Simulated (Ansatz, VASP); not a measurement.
This is a calculation of NaMg6Cr for Ansatz 0.2.0.

File input.yaml:

```yaml
crystal:
  lattice:
    - [5.137179, 0.0, 0.0]
    - [0.0, 3.213529, 5.490575]
    - [0.0, -3.213529, 5.490575]
  atoms:
    - { symbol: Cr, position: [0.499836, 0.329957, 0.338139], spin: 3.0 }
    - { symbol: Mg, position: [0.000503, 0.178248, 0.165321] }
    - { symbol: Mg, position: [0.002638, 0.662063, 0.657501] }
    - { symbol: Mg, position: [0.003674, 0.1799, 0.649656] }
    - { symbol: Mg, position: [-0.001972, 0.65079, 0.176871] }
    - { symbol: Mg, position: [0.497841, 0.344832, 0.830049] }
    - { symbol: Mg, position: [0.495587, 0.827681, 0.329713] }
    - { symbol: Na, position: [0.49796, 0.841218, 0.833397] }
hamiltonian:
  xc: pbe
  pseudopotentials: { kind: paw }
magnetization:
  spin_polarized: true
kpoints:
  mp_grid: { grid: [5, 5, 5] }
scf:
  occupations: { method: fermi_dirac, width: 0.05 }
output:
  forces: true
  stress: true
  eigenvalues: true
```

Potentials or basis: Ansatz PAW.

Run with:

```console
$ ansatz run input.yaml --threads 4 --pin off --max-ram 10240MiB --backend cpu --events-out ev --progress --plain --runs-dir out
```

Problem. Translate it to VASP 6.6.1. Potentials there: VASP PAW PBE potentials, release 64 (Cr_pv, Mg, Na_pv).

Solution. As run (the cutoff follows the program's own potentials):

The input INCAR:

```
SYSTEM = NaMg6Cr
ALGO     = Normal         ! electronic algorithm
EDIFF    = 1E-7           ! SCF threshold, eV
ENCUT    = 520            ! plane-wave cutoff, eV
GGA      = PE             ! functional
ISIF     = 2              ! what is computed and relaxed
ISMEAR   = -1             ! smearing method
ISPIN    = 2              ! spin polarisation
LASPH    = .TRUE.         ! aspherical terms in the spheres
LCHARG   = .FALSE.        ! write CHGCAR
LMAXMIX  = 4              ! l up to which the mixer works
LORBIT   = 11             ! projections on sites
LREAL    = .FALSE.        ! projectors in reciprocal space
LWAVE    = .FALSE.        ! write WAVECAR
MAGMOM   = 3 0 0 0 0 0 0 0 ! initial moments
NBANDS   = 30             ! bands
NELM     = 150            ! most SCF steps
PREC     = Accurate       ! precision mode
SIGMA    = 0.05           ! smearing width, eV
```

File KPOINTS:

```
k-points
0
G
  5 5 5
  0 0 0
```

The input POSCAR:

```
NaMg6Cr
1.0
    5.1371790000      0.0000000000      0.0000000000
    0.0000000000      3.2135290000      5.4905750000
    0.0000000000     -3.2135290000      5.4905750000
Cr Mg Na
1 6 1
Direct
    0.4998360000      0.3299570000      0.3381390000
    0.0005030000      0.1782480000      0.1653210000
    0.0026380000      0.6620630000      0.6575010000
    0.0036740000      0.1799000000      0.6496560000
   -0.0019720000      0.6507900000      0.1768710000
    0.4978410000      0.3448320000      0.8300490000
    0.4955870000      0.8276810000      0.3297130000
    0.4979600000      0.8412180000      0.8333970000
```

Potentials or basis: VASP PAW PBE potentials, release 64 (Cr_pv, Mg, Na_pv).

Run with:

```sh
$ cat potpaw_PBE.64/Cr_pv/POTCAR potpaw_PBE.64/Mg/POTCAR potpaw_PBE.64/Na_pv/POTCAR > POTCAR
$ mpirun -np 1 vasp_std > vasp.out
```

Both were run:

|  | VASP | Ansatz | Ansatz less VASP |
| --- | --- | --- | --- |
| gap on the k mesh at the Fermi level (eV) | none | none | - |
| pressure (GPa) | 0.2 | 0.3 | +0.08 |
| largest component of the traceless stress (GPa) | 0.30 | 0.30 | +0.007 |
| rms of the force components (eV/Å) | 0.083 | 0.083 | +0.0001 |
| net moment per atom (μB) | 0.55 | 0.55 | -0.001 |
| size of the moment on the site where the two differ most (μB) | 3.85 | 3.99 | +0.143 |

Site moments also hang on the region over which each program counts them. Atom by atom the forces differ by 0.001 eV/Å (rms over components). A gap of «none» marks a metal or a gap that the smearing closes. With one functional, cell and mesh, what is left measures potentials, basis and numerics. The two sets of potentials don't hold the same shells in valence.
